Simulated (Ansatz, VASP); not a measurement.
NbCd3: VASP beside Ansatz

File POSCAR:

```
NbCd3
1.0
    4.1849179624      0.0000000000      0.0000000000
    0.0000000000      4.1849179624      0.0000000000
    0.0000000000      0.0000000000      4.1849179624
Nb Cd
1 3
Direct
    0.0000000000      0.0000000000      0.0000000000
    0.0000000000      0.5000000000      0.5000000000
    0.5000000000      0.0000000000      0.5000000000
    0.5000000000      0.5000000000      0.0000000000
```

The input INCAR.step1:

```
SYSTEM = NbCd3
ALGO = Normal
EDIFF = 1E-4
ENCUT = 520
GGA = PE
ISMEAR = 0
LASPH = .True.
LCHARG = .False.
LREAL = .False.
LWAVE = .True.
NBANDS = 32
NELM = 100
PREC = Accurate
SIGMA = 0.1
```

File INCAR.step2:

```
SYSTEM = NbCd3
ALGO = Normal
EDIFF = 1E-7
ENCUT = 520
ISIF = 2
ISMEAR = 0
ISTART = 1
LASPH = .True.
LCHARG = .True.
LELF = .True.
LMIXTAU = .True.
LREAL = .False.
LVHAR = .True.
LWAVE = .False.
METAGGA = R2SCAN
NBANDS = 32
NELM = 100
PREC = Accurate
SIGMA = 0.1
```

File KPOINTS:

```
k-points
0
Gamma
  10 10 10
  0 0 0
```

Input for Ansatz:

```yaml
crystal:
  lattice:
    - [4.1849179624, 0.0, 0.0]
    - [0.0, 4.1849179624, 0.0]
    - [0.0, 0.0, 4.1849179624]
  atoms:
    - { symbol: Nb, position: [0.0, 0.0, 0.0] }
    - { symbol: Cd, position: [0.0, 0.5, 0.5] }
    - { symbol: Cd, position: [0.5, 0.0, 0.5] }
    - { symbol: Cd, position: [0.5, 0.5, 0.0] }
basis:
  ecutwfc: 500
kpoints:
  mp_grid: { grid: [10, 10, 10] }
hamiltonian:
  xc: r2scan
scf:
  occupations: { method: gaussian, width: 0.1 }
output:
  forces: true
  stress: true
  eigenvalues: true
```

Alike in both runs: task single point; functional r2SCAN; k mesh 10 × 10 × 10; occupations gaussian, width 0.1 eV; no spin polarisation.

```csv
,VASP,Ansatz
version,VASP 6.6.1,Ansatz 0.2.0
potentials or method,"VASP PAW PBE potentials, release 64 (Nb_sv, Cd)","scalar-relativistic, plane waves, PAW"
plane-wave cutoff (eV),520,500
valence electrons in the cell,49,73
```

Ansatz gave:

```
gap on the k mesh at the Fermi level (eV) : none
pressure (GPa)                            : 7.5
```

Question: What did VASP give for the same quantities?

Answer: gap on the k mesh at the Fermi level (eV): none; pressure (GPa): 8.3.

A gap of «none» marks a metal or a gap that the smearing closes. The two sets of potentials don't hold the same shells in valence.

Caveats: the PAW data sets were made with another functional, which shifts forces and pressure a little (VASP).
